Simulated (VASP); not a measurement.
Os:

```
Os
1.0
     2.73410    0.00000    0.00000
    -1.36705    2.36780    0.00000
     0.00000    0.00000    4.31970
Os
2
Direct
  0.33333 0.66667 0.25000
  0.66667 0.33333 0.75000
```

* Program: VASP 6.6.1
* Task: relaxation of cell and atoms
* Functional: PBE
* Potentials or basis: VASP PAW PBE potentials, release 64 (Os)
* Cutoff: 600 eV
* k mesh: 15 × 15 × 9
* Occupations: methfessel-paxton, width 0.1 eV
* Spin: no spin polarisation

At the start: pressure 8.8 GPa; volume 13.98 Å³/atom.

Task: How do energy, volume and symmetry change on relaxing?

Result: Over 8 steps the energy falls by 7.7 meV/atom and the volume is 14.27 Å³/atom (+2.1 %); space group P6_3/mmc (No. 194, to 0.05 Å).

Step by step:
| step | energy change (eV) | largest force (eV/Å) | pressure (GPa) | volume (Å³) |
| --- | --- | --- | --- | --- |
| 1 | 0.0000 | 0.0000 | 8.78 | 27.96 |
| 2 | 0.2454 | 0.0000 | -28.91 | 31.18 |
| 3 | -0.0155 | 0.0000 | -0.34 | 28.57 |
| 4 | -0.0155 | 0.0000 | -0.01 | 28.54 |
| 5 | -0.0155 | 0.0000 | 0.17 | 28.53 |
| 6 | -0.0155 | 0.0000 | 0.14 | 28.53 |
| 7 | -0.0155 | 0.0000 | 0.15 | 28.53 |
| 8 | -0.0155 | 0.0000 | -0.03 | 28.55 |

Final structure:
```
Os
1.0
     2.75263    0.00000    0.00000
    -1.37631    2.38385    0.00000
     0.00000    0.00000    4.35034
Os
2
Cartesian
  0.0000 1.5892 1.0876
  1.3763 0.7946 3.2628
```
